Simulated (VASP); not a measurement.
Given:

```
CELL_PARAMETERS angstrom
      0.00000     2.62643     2.62643
      2.62643     0.00000     2.62643
      2.62643     2.62643     0.00000
ATOMIC_POSITIONS crystal
  K  0.00000 0.00000 0.00000
  F  0.50000 0.50000 0.50000
```

Computed with HSE06 screened hybrid, VASP's PBE PAW potentials (set 64) (plane waves; VASP). Numerical set-up: 520 eV cut-off, 6×6×6 Γ-centred mesh, Gaussian smearing of 0.050 eV, potentials K_sv F.

Task: Give the stress tensor in GPa (positive for a compressed cell).

Result: 
```
2.61  0.00  0.00
0.00  2.61  0.00
0.00  0.00  2.61
```
The pressure is its mean diagonal, 2.61 GPa.

The compound is KF in the rock salt structure. This cell is one point of a volume scan, at 0.91 of the reference volume. The cell's shape comes from a PBE relaxation.
